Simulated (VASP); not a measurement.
# SbC2 with r2SCAN: from relaxation to properties, part 6 of 7

What structure does SbC2 take at this level, and what are its properties? The cell is invented: it takes the structure of a Materials Project entry for LuC2 (space group 139 there), with some of its atoms replaced by other elements, volume scaled by an estimate. It may not be a known or stable phase.

VASP 6.6.1, plane waves and PAW; the level of theory is named at each step.

Still holding for the runs below: This run has no spin polarisation. Its electron count is odd, so without a moment it is a metal by construction.

So far. Step 8 (Band structure (TB-mBJ)): There is no gap at this level. Step 9 (A semilocal run for the hybrid's start): The run ends at a pressure of 0.73 GPa, with forces up to 0.62 eV/Å.

### Step 10. Bands along the symmetry lines (HSE06)

This step: HSE06; plane waves and PAW (Sb, C); invented cell (VASP 6.6.1).

HSE06 mixes in a quarter of exact exchange at short range, at far higher cost; in semiconductors this cures much of the gap error, while metals seldom gain.

Contents of INCAR:

```
SYSTEM = SbC2
PREC = Accurate
ENCUT = 520
EDIFF = 1E-06
NELM = 100
ISMEAR = -1
SIGMA = 0.05
LREAL = .FALSE.
ALGO = Normal
LHFCALC = .TRUE.
AEXX = 0.25
GGA = PE
HFSCREEN = 0.2
LASPH = .TRUE.
NBANDS = 12
PRECFOCK = Fast
LORBIT = 11
LWAVE = .FALSE.
LCHARG = .FALSE.
```

Contents of POSCAR:

```
SbC2
1.0
   -2.0794198753      2.0794198753      3.0636647962
    2.0794198753     -2.0794198753      3.0636647962
    2.0794198753      2.0794198753     -3.0636647962
Sb C
1 2
Direct
    0.0000000000      0.0000000000      0.0000000000
    0.6042858710      0.6042858710      0.0000000000
    0.3957141290      0.3957141290      0.0000000000
```

Contents of KPOINTS:

```
Automatic mesh
0
Gamma
5 5 5
0 0 0
```

Contents of KPOINTS_OPT:

```
Line mode
6
Line-mode
Reciprocal
  0.00000000   0.00000000   0.00000000 GAMMA
  0.00000000   0.00000000   0.50000000 X

  0.00000000   0.00000000   0.50000000 X
 -0.23034134   0.23034134   0.50000000 Y

 -0.23034134   0.23034134   0.50000000 Y
 -0.36517067   0.36517067   0.36517067 S

 -0.36517067   0.36517067   0.36517067 S
  0.00000000   0.00000000   0.00000000 GAMMA

  0.00000000   0.00000000   0.00000000 GAMMA
  0.50000000   0.50000000  -0.50000000 Z

  0.50000000   0.50000000  -0.50000000 Z
  0.36517067   0.63482933  -0.36517067 S1

  0.36517067   0.63482933  -0.36517067 S1
  0.00000000   0.50000000   0.00000000 N

  0.00000000   0.50000000   0.00000000 N
  0.25000000   0.25000000   0.25000000 P

  0.25000000   0.25000000   0.25000000 P
  0.50000000   0.50000000  -0.23034134 Y1

  0.50000000   0.50000000  -0.23034134 Y1
  0.50000000   0.50000000  -0.50000000 Z

  0.00000000   0.00000000   0.50000000 X
  0.25000000   0.25000000   0.25000000 P
```

Potentials, in the order of the species: Sb and C (PBE family, release 64).

The WAVECAR or CHGCAR of an earlier step is read.

Started as:

```sh
$ mpirun -np 1 vasp_std
```

Output:

```text
[banner, memory and clock lines left out]
running    1 mpi-ranks, on    1 nodes
 distrk:  each k-point on    1 cores,    1 groups
 distr:  one band on    1 cores,    1 groups

 POSCAR found type information on POSCAR SbC
 POSCAR found :  2 types and       3 ions
 LDA part: xc-table for (Slater+PW92), standard interpolation
 found WAVECAR, reading the header
 POSCAR, INCAR and KPOINTS ok, starting setup
 FFT: planning ... GRIDC
 FFT: planning ... GRID_SOFT
 FFT: planning ... GRID
 reading WAVECAR
 the WAVECAR file was read successfully
 initial charge from wavefunction
 entering main loop
       N       E                     dE             d eps       ncg     rms          rms(c)
DAV:   1    -0.203331563572E+02   -0.20333E+02   -0.15656E+00   432   0.807E+00    0.108E+01
DAV:   2    -0.203415573005E+02   -0.84009E-02   -0.27927E-02   488   0.142E+00    0.693E+00
DAV:   3    -0.203401627048E+02    0.13946E-02   -0.29761E-03   492   0.401E-01    0.428E+00
DAV:   4    -0.203396490202E+02    0.51368E-03   -0.41426E-04   456   0.143E-01    0.258E+00
DAV:   5    -0.203394756076E+02    0.17341E-03   -0.14086E-04   460   0.779E-02    0.155E+00
DAV:   6    -0.203394323498E+02    0.43258E-04   -0.45268E-05   476   0.445E-02    0.924E-01
DAV:   7    -0.203394227245E+02    0.96253E-05   -0.12042E-05   464   0.229E-02    0.548E-01
DAV:   8    -0.203394225049E+02    0.21962E-06   -0.39532E-06   468   0.130E-02
   1 F= -.20339423E+02 E0= -.20330620E+02  d E =-.176046E-01
 Start KPOINTS_OPT (optional k-point list driver)
k-point batch [1-18\66]
       N       E                     dE             ncg
DAV:   1     0.492110212095E+03   -0.58444E+04      432
DAV:   2    -0.445439553899E+03   -0.93755E+03      560
DAV:   3    -0.559148012941E+03   -0.11371E+03      512
DAV:   4    -0.562563271020E+03   -0.34153E+01      476
DAV:   5    -0.562600964824E+03   -0.37694E-01      508
DAV:   6    -0.562601602195E+03   -0.63737E-03      512
DAV:   7    -0.562601619330E+03   -0.17135E-04      512
DAV:   8    -0.562601619879E+03   -0.54947E-06      360
[...]
k-point batch [55-66\66]
       N       E                     dE             ncg
DAV:   1     0.270285249326E+04   -0.53950E+04      288
DAV:   2     0.212478975854E+04   -0.57806E+03      380
DAV:   3     0.205861394688E+04   -0.66176E+02      324
DAV:   4     0.205716024791E+04   -0.14537E+01      312
DAV:   5     0.205714225052E+04   -0.17997E-01      348
DAV:   6     0.205714189949E+04   -0.35103E-03      352
DAV:   7     0.205714188852E+04   -0.10972E-04      344
DAV:   8     0.205714188809E+04   -0.42784E-06      284
```

Elapsed: 15 min, on 1 MPI rank of Intel Xeon 6975P-C (Granite Rapids), shared host; peak memory 0.31 GiB.

OUTCAR, selected parts (step 10):

```text
   k-points           NKPTS =     18   k-points in BZ     NKDIM =    125   number of bands    NBANDS=     12

   NELECT =      13.0000    total number of electrons

  exchange ACFDT corr.  =         0.00000000  see jH, gK, PRB 81, 115126

 E-fermi :   5.8025

 k-point     1 :       0.0000    0.0000    0.0000
  band No.  band energies     occupation
    ...
      2      -5.4550      2.00000
      3      -1.7800      2.00000
      4       1.1850      2.00000
      5       1.1850      2.00000
      6       3.8008      2.00000
      7       7.4839      0.00000
      8       7.4839      0.00000
      9       7.7253      0.00000
     10       7.7253      0.00000
     11       8.1617      0.00000
    ...

 POSITION                                       TOTAL-FORCE (eV/Angst)
 -----------------------------------------------------------------------------------
      0.00000      0.00000      0.00000         0.000000      0.000000      0.000000
      0.00000      0.00000      3.70266        -0.000000     -0.000000     -0.141599
      0.00000      0.00000      2.42467         0.000000      0.000000      0.141599
 -----------------------------------------------------------------------------------
    total drift:                                0.000001     -0.000001      0.000000

  FREE ENERGIE OF THE ION-ELECTRON SYSTEM (eV)
  ---------------------------------------------------
  free  energy   TOTEN  =       -20.3394225049 eV

  energy  without entropy=      -20.3218179089  energy(sigma->0) =      -20.33062021

[... 7 parts as in an earlier step ...]

[... 9 further parts left out ...]
```

Numbers from this step:

| Item | Value |
| --- | --- |
| SCF cycles | 8 |
| free energy (TOTEN) | -20.34 eV |
| energy at zero smearing | -20.33 eV |
| Fermi energy | 5.803 eV |

The electronic bands at the labelled points (eV, zero at the Fermi level; # counts the bands kept, so #1 is VASP's band 3):

| point | #1 | #2 | #3 | #4 | #5 | #6 | #7 | #8 |
| --- | --- | --- | --- | --- | --- | --- | --- | --- |
| Γ | -7.58 | -4.62 | -4.62 | -2.00 | 1.68 | 1.68 | 1.92 | 1.92 |
| 0.60 of the way | -8.43 | -5.61 | -5.33 | -2.68 | 0.62 | 0.92 | 1.42 | 2.60 |
| X | -8.81 | -7.81 | -5.68 | -2.59 | 0.14 | 1.57 | 2.69 | 3.80 |
| 0.40 of the way | -8.97 | -7.71 | -5.35 | -2.55 | 0.45 | 0.94 | 2.63 | 3.98 |
| Y | -9.56 | -7.21 | -4.39 | -2.96 | -0.04 | 1.77 | 2.42 | 4.80 |
| 0.40 of the way | -9.78 | -6.76 | -4.43 | -3.38 | 0.42 | 2.22 | 2.40 | 4.75 |
| S | -9.90 | -5.74 | -5.40 | -3.46 | 1.36 | 1.60 | 2.97 | 4.45 |
| 0.60 of the way | -8.16 | -4.54 | -4.48 | -1.86 | -0.37 | 0.45 | 1.36 | 2.43 |
| Γ | -7.58 | -4.62 | -4.62 | -2.00 | 1.68 | 1.68 | 1.92 | 1.92 |
| 0.40 of the way | -6.33 | -5.26 | -5.26 | -5.12 | 1.29 | 1.29 | 4.14 | 4.14 |
| Z | -10.32 | -6.23 | -6.23 | -3.23 | 2.85 | 2.85 | 3.30 | 4.65 |
| 0.60 of the way | -10.17 | -6.05 | -5.91 | -3.32 | 2.05 | 2.32 | 3.72 | 4.34 |
| S1 | -9.90 | -5.74 | -5.40 | -3.46 | 1.36 | 1.60 | 2.97 | 4.45 |
| 0.40 of the way | -8.92 | -5.29 | -4.78 | -4.00 | 0.29 | 0.60 | 2.70 | 4.42 |
| N | -6.96 | -6.00 | -4.71 | -3.15 | -1.63 | -0.54 | 2.84 | 4.77 |
| 0.40 of the way | -6.92 | -6.13 | -5.62 | -4.32 | -0.34 | 0.54 | 2.93 | 4.21 |
| P | -6.94 | -6.94 | -6.57 | -5.10 | 1.36 | 1.36 | 3.66 | 3.66 |
| 0.60 of the way | -8.46 | -7.43 | -5.30 | -3.11 | 0.11 | 1.55 | 2.26 | 4.77 |
| Y1 | -9.56 | -7.21 | -4.39 | -2.96 | -0.04 | 1.77 | 2.42 | 4.80 |
| 0.60 of the way | -10.19 | -6.45 | -5.59 | -3.31 | 1.97 | 2.45 | 3.70 | 4.37 |
| Z | -10.32 | -6.23 | -6.23 | -3.23 | 2.85 | 2.85 | 3.30 | 4.65 |
| jump to X | -8.81 | -7.81 | -5.68 | -2.59 | 0.14 | 1.57 | 2.69 | 3.80 |
| 0.60 of the way | -7.57 | -7.48 | -6.28 | -4.00 | 0.70 | 2.06 | 2.41 | 4.79 |
| P | -6.94 | -6.94 | -6.57 | -5.10 | 1.36 | 1.36 | 3.66 | 3.66 |

Of the projections kept (Sb, C), the largest for each band there; the rest of the weight can lie on other orbitals:

| point | #1 | #2 | #3 | #4 | #5 | #6 | #7 | #8 |
| --- | --- | --- | --- | --- | --- | --- | --- | --- |
| Γ | C 0.85 | C 0.90 | C 0.90 | C 0.66 | Sb 0.87 | Sb 0.87 | C 0.86 | C 0.86 |
| X | C 0.79 | C 0.65 | C 0.76 | C 0.76 | C 0.82 | Sb 0.63 | C 0.55 | Sb 0.69 |
| Y | C 0.76 | C 0.69 | C 0.95 | C 0.71 | Sb 0.79 | C 0.86 | C 0.51 | Sb 0.66 |
| S | C 0.75 | C 0.81 | C 0.65 | C 0.85 | Sb 0.56 | Sb 0.76 | C 0.76 | C 0.97 |
| Γ | C 0.85 | C 0.90 | C 0.90 | C 0.66 | Sb 0.87 | Sb 0.87 | C 0.86 | C 0.86 |
| Z | C 0.74 | C 0.76 | C 0.76 | C 0.91 | Sb 0.67 | Sb 0.67 | Sb 1.00 | C 0.51 |

The electronic bands as a text plot (rows in eV, shown from -8.0 to 2.4 only; labels by their first letter):

```
    2.1 |* ** **     *  **   ***        **           ***   *  **
    1.7 |**   ***   * **  *  ***   **    *          * **        *
    1.3 |  ***   * *  **   **** ***       *       **    * *
    0.8 | *  *    *     **   **           *      *  *          **
    0.4 |    *** **  *  ** **              *    **   *   *    *
    0.0 |  **   *  **     *                 *  *      ***
   -0.4 |                 ***               *** *
   -0.9 |
   -1.3 |                                    * *
   -1.7 | *                ****               *
   -2.2 |* **                  *
   -2.6 |    *******                                    *
   -3.0 |           *     *     **    **      *       **     *
   -3.5 |            *****              ***  * *         **** *
   -3.9 |                            *     **        *         *
   -4.3 | ***       **    ***                   *        *
   -4.8 |**        *    ***  ***** **      ****  *  *   * *     *
   -5.2 |  ***    *   ****        *       ***  *  **  **
   -5.6 |    *****     *           **    **  *  *          *
   -6.1 |             *              *****    ****   *      ***
   -6.5 |                         *              ****     ***  **
   -6.9 |     **     *                        *******    *      *
   -7.4 |          **           ** **        *      *****      **
   -7.8 |**     ***          ***                     *        *
         Γ      X   Y  S       Γ      Z  S    N    P     Y  Z|X P
```

Force by atom:

| atom | x (eV/Å) | y (eV/Å) | z (eV/Å) | size |
| --- | --- | --- | --- | --- |
| Sb1 | 0.000 | 0.000 | 0.000 | 0.000 |
| C2 | 0.000 | 0.000 | -0.142 | 0.142 |
| C3 | 0.000 | 0.000 | 0.142 | 0.142 |

There is no gap at this level.

Of the bands kept, 2 cross the Fermi level on this path.

### Step 11. Volume scan with r2SCAN

This step: r2SCAN; plane waves and PAW (Sb, C); invented cell (VASP 6.6.1).

An equation of state needs energies on both sides of the minimum, all on one mesh and cutoff.

Contents of INCAR:

```
SYSTEM = SbC2
PREC = Accurate
ENCUT = 520
EDIFF = 1E-06
NELM = 100
ISMEAR = -1
SIGMA = 0.05
LREAL = .FALSE.
ALGO = Normal
METAGGA = R2SCAN
LASPH = .TRUE.
NBANDS = 12
LORBIT = 11
LWAVE = .FALSE.
LCHARG = .FALSE.
ISIF = 2
```

Contents of POSCAR:

```
SbC2
1.0
   -2.0369708240      2.0369708240      3.0011234761
    2.0369708240     -2.0369708240      3.0011234761
    2.0369708240      2.0369708240     -3.0011234761
Sb C
1 2
Direct
    0.0000000000      0.0000000000      0.0000000000
    0.6042858710      0.6042858710      0.0000000000
    0.3957141290      0.3957141290      0.0000000000
```

Contents of KPOINTS:

```
Automatic mesh
0
Gamma
8 8 8
0 0 0
```

Started as:

```sh
$ mpirun -np 1 vasp_std
```

Output:

```text
[... set-up lines as in an earlier step ...]
 entering main loop
       N       E                     dE             d eps       ncg     rms          rms(c)
DAV:   1     0.203997962207E+02    0.20400E+02   -0.53880E+03  1424   0.884E+02
DAV:   2    -0.406458347558E+02   -0.61046E+02   -0.57811E+02  1892   0.167E+02
DAV:   3    -0.454087184739E+02   -0.47629E+01   -0.46908E+01  1728   0.498E+01
DAV:   4    -0.454818730240E+02   -0.73155E-01   -0.73007E-01  1532   0.737E+00
DAV:   5    -0.454829992458E+02   -0.11262E-02   -0.11260E-02  1684   0.919E-01    0.856E+00
DAV:   6    -0.398718356849E+02    0.56112E+01   -0.78681E+00  1664   0.181E+01    0.420E+00
DAV:   7    -0.399691019922E+02   -0.97266E-01   -0.74855E-01  1572   0.629E+00    0.238E+00
DAV:   8    -0.399634671054E+02    0.56349E-02   -0.33546E-02  1492   0.153E+00    0.635E-01
DAV:   9    -0.399655925026E+02   -0.21254E-02   -0.83429E-03  1656   0.704E-01    0.120E-01
DAV:  10    -0.399656683697E+02   -0.75867E-04   -0.86184E-04  1548   0.249E-01    0.289E-02
DAV:  11    -0.399656733119E+02   -0.49422E-05   -0.63223E-05  1592   0.627E-02    0.176E-02
DAV:  12    -0.399656751997E+02   -0.18878E-05   -0.12481E-05  1580   0.283E-02    0.455E-03
DAV:  13    -0.399656756985E+02   -0.49881E-06   -0.15315E-06   976   0.114E-02
   1 F= -.39965676E+02 E0= -.39959974E+02  d E =-.114040E-01
```

Elapsed: 37 s, on 1 MPI rank; peak memory 0.2 GiB.

From OUTCAR (step 11):

```text
   ENCUT  =  520.0 eV  38.22 Ry    6.18 a.u.   7.73  7.73  7.73*2*pi/ulx,y,z

   NELECT =      13.0000    total number of electrons

 E-fermi :   6.3623

 k-point     1 :       0.0000    0.0000    0.0000
  band No.  band energies     occupation
    ...
      2      -4.0446      2.00000
      3      -0.5635      2.00000
      4       1.9819      2.00000
      5       1.9819      2.00000
      6       5.0991      2.00000
      7       7.9446      0.00000
      8       7.9446      0.00000
      9       8.1093      0.00000
     10       8.1093      0.00000
     11       8.8808      0.00000
    ...

  Total        0.8999035      0.8999035      4.4778600      0.0000000      0.0000000      0.0000000
  in kB       28.9462982     28.9462982    144.0348610      0.0000000      0.0000000      0.0000000
  external PRESSURE =      67.3091525 kB  Pullay stress =       0.0000000 kB

 POSITION                                       TOTAL-FORCE (eV/Angst)
 -----------------------------------------------------------------------------------
      0.00000      0.00000      0.00000        -0.000000     -0.000000      0.000000
      0.00000      0.00000      3.62707         0.000000      0.000000      1.764465
      0.00000      0.00000      2.37517        -0.000000     -0.000000     -1.764465
 -----------------------------------------------------------------------------------
    total drift:                               -0.000000     -0.000000     -0.000000

  FREE ENERGIE OF THE ION-ELECTRON SYSTEM (eV)
  ---------------------------------------------------
  free  energy   TOTEN  =       -39.9656756985 eV

  energy  without entropy=      -39.9542717206  energy(sigma->0) =      -39.95997371

[... 3 parts as in an earlier step ...]

[... 13 further parts left out ...]
```

The scan keeps the cell's shape and the fractional positions fixed.

Numbers from this step:

```
SCF cycles              : 13
irreducible k-points    : 59
free energy (TOTEN)     : -39.97 eV
energy at zero smearing : -39.96 eV
Fermi energy            : 6.362 eV
pressure                : 6.731 GPa
```

Force by atom:

| atom | x (eV/Å) | y (eV/Å) | z (eV/Å) | size |
| --- | --- | --- | --- | --- |
| Sb1 | 0.00 | 0.00 | 0.00 | 0.00 |
| C2 | 0.00 | 0.00 | 1.76 | 1.76 |
| C3 | 0.00 | 0.00 | -1.76 | 1.76 |

The pressure here is 6.73 GPa.

### Step 12. Volume scan with r2SCAN (run 2)

INCAR is that of step 11.

Contents of POSCAR:

```
SbC2
1.0
   -2.0513161616      2.0513161616      3.0222588448
    2.0513161616     -2.0513161616      3.0222588448
    2.0513161616      2.0513161616     -3.0222588448
Sb C
1 2
Direct
    0.0000000000      0.0000000000      0.0000000000
    0.6042858710      0.6042858710      0.0000000000
    0.3957141290      0.3957141290      0.0000000000
```

KPOINTS is that of step 11.

Started as:

```sh
$ mpirun -np 1 vasp_std
```

Output:

```text
[... set-up lines as in an earlier step ...]
 entering main loop
       N       E                     dE             d eps       ncg     rms          rms(c)
DAV:   1     0.182477723946E+02    0.18248E+02   -0.51969E+03  1416   0.866E+02
DAV:   2    -0.406715962617E+02   -0.58919E+02   -0.55778E+02  1860   0.168E+02
DAV:   3    -0.453921228150E+02   -0.47205E+01   -0.45985E+01  1732   0.493E+01
DAV:   4    -0.454634840156E+02   -0.71361E-01   -0.71231E-01  1536   0.712E+00
DAV:   5    -0.454645709268E+02   -0.10869E-02   -0.10865E-02  1708   0.895E-01    0.842E+00
DAV:   6    -0.399062294173E+02    0.55583E+01   -0.77790E+00  1672   0.179E+01    0.410E+00
DAV:   7    -0.400050499661E+02   -0.98821E-01   -0.73156E-01  1588   0.618E+00    0.234E+00
DAV:   9    -0.400023014940E+02   -0.21482E-02   -0.82429E-03  1672   0.700E-01    0.121E-01
DAV:  10    -0.400023781813E+02   -0.76687E-04   -0.86186E-04  1544   0.248E-01    0.304E-02
DAV:  11    -0.400023825469E+02   -0.43656E-05   -0.64889E-05  1584   0.631E-02    0.175E-02
DAV:  12    -0.400023838256E+02   -0.12787E-05   -0.13255E-05  1568   0.293E-02    0.450E-03
DAV:  13    -0.400023843596E+02   -0.53406E-06   -0.16649E-06  1040   0.118E-02
   1 F= -.40002384E+02 E0= -.39997095E+02  d E =-.105789E-01
```

The job ended after 37 s (1 MPI rank; peak memory 0.2 GiB).

From OUTCAR (step 12):

```text
   ENCUT  =  520.0 eV  38.22 Ry    6.18 a.u.   7.79  7.79  7.79*2*pi/ulx,y,z

   NELECT =      13.0000    total number of electrons

 E-fermi :   6.1250

 k-point     1 :       0.0000    0.0000    0.0000
  band No.  band energies     occupation
    ...
      2      -4.2111      2.00000
      3      -0.7607      2.00000
      4       1.8479      2.00000
      5       1.8479      2.00000
      6       4.7926      2.00000
      7       7.7443      0.00000
      8       7.7443      0.00000
      9       7.8053      0.00000
     10       7.8053      0.00000
     11       8.5569      0.00000
    ...

  Total        0.6105351      0.6105351      2.8914402      0.0000000      0.0000000      0.0000000
  in kB       19.2293410     19.2293410     91.0684506      0.0000000      0.0000000      0.0000000
  external PRESSURE =      43.1757109 kB  Pullay stress =       0.0000000 kB

 POSITION                                       TOTAL-FORCE (eV/Angst)
 -----------------------------------------------------------------------------------
      0.00000      0.00000      0.00000         0.000000      0.000000      0.000000
      0.00000      0.00000      3.65262        -0.000000     -0.000000      1.121941
      0.00000      0.00000      2.39190         0.000000      0.000000     -1.121941
 -----------------------------------------------------------------------------------
    total drift:                               -0.000000     -0.000000      0.000000

  FREE ENERGIE OF THE ION-ELECTRON SYSTEM (eV)
  ---------------------------------------------------
  free  energy   TOTEN  =       -40.0023843596 eV

  energy  without entropy=      -39.9918054513  energy(sigma->0) =      -39.99709491

[... 3 parts as in an earlier step ...]

[... 13 further parts left out ...]
```

This step gave:

* free energy (TOTEN): -40.00 eV
* energy at zero smearing: -40.00 eV
* Fermi energy: 6.125 eV
* pressure: 4.318 GPa

Force by atom:

| atom | x (eV/Å) | y (eV/Å) | z (eV/Å) | size |
| --- | --- | --- | --- | --- |
| Sb1 | 0.00 | 0.00 | 0.00 | 0.00 |
| C2 | 0.00 | 0.00 | 1.12 | 1.12 |
| C3 | 0.00 | 0.00 | -1.12 | 1.12 |

The pressure falls from 6.73 to 4.32 GPa.

The run ends at a pressure of 4.32 GPa, with forces up to 1.1 eV/Å.

[end of part 6 of 7]

[Lines on the potential files, build, host, timing and source positions are cut from VASP's logs without a mark.]

[Logs are printed without paths, hosts, clocks, repeated set-up lines and the standing remarks that a program may print on its own settings, such as how far it seeks lower states.]

[Hosts, paths, dates, database ids (printed as entryN), source tags and the programs' standing remarks are cut or masked in the printed files.]

[A measured line is paired with the nearest computed mode of its activity, which favours agreement.]
